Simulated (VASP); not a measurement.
Elastic constants (GPa) of a crystal from VASP with PBE GGA, VASP's PBE PAW potentials (set 64):

|  | xx | yy | zz | yz | xz | xy |
|---|---|---|---|---|---|---|
| xx | 8.6 | 2.8 | 10.3 | -3.4 | 0.0 | 0.0 |
| yy | 2.8 | 8.6 | 10.3 | 3.4 | 0.0 | 0.0 |
| zz | 10.3 | 10.3 | 70.8 | 0.0 | 0.0 | 0.0 |
| yz | -3.4 | 3.4 | 0.0 | 13.0 | 0.0 | 0.0 |
| xz | 0.0 | 0.0 | 0.0 | 0.0 | 13.0 | -3.4 |
| xy | 0.0 | 0.0 | 0.0 | 0.0 | -3.4 | 2.9 |

Tensors are in the Cartesian frame of the cell as typed. Without a dispersion term in the relaxation, distances and binding between the weakly bound layers, chains or molecules are unreliable, and so is what depends on them.

Q: Work out the Voigt, Reuss and Hill moduli, Young's modulus and Poisson's ratio.

A: All eigenvalues are positive (smallest 1.9 GPa), so the crystal is stable. K_V = (C11+C22+C33+2(C12+C13+C23))/9 = (88.0 + 2×23.4)/9 = 15.0 GPa; G_V = (88.0 − 23.4 + 3×28.9)/15 = 10.1 GPa. From the compliances, K_R = 5.3 GPa and G_R = 3.7 GPa. Hill: K = 10.1 GPa, G = 6.9 GPa, E = 9KG/(3K+G) = 16.8 GPa, ν = (3K−2G)/(2(3K+G)) = 0.224. K/G = 1.48, below Pugh's 1.75; universal anisotropy A^U = 10.61.

Q: With a density of 4.48 g/cm³, what are the mean sound speeds?

A: v_l = √((K+4G/3)/ρ) = 2.08 km/s and v_t = √(G/ρ) = 1.24 km/s. The crystal is Se (trig), trigonal.

The compound is Se in the trig structure. It was relaxed first, which changed the volume by +7 %.
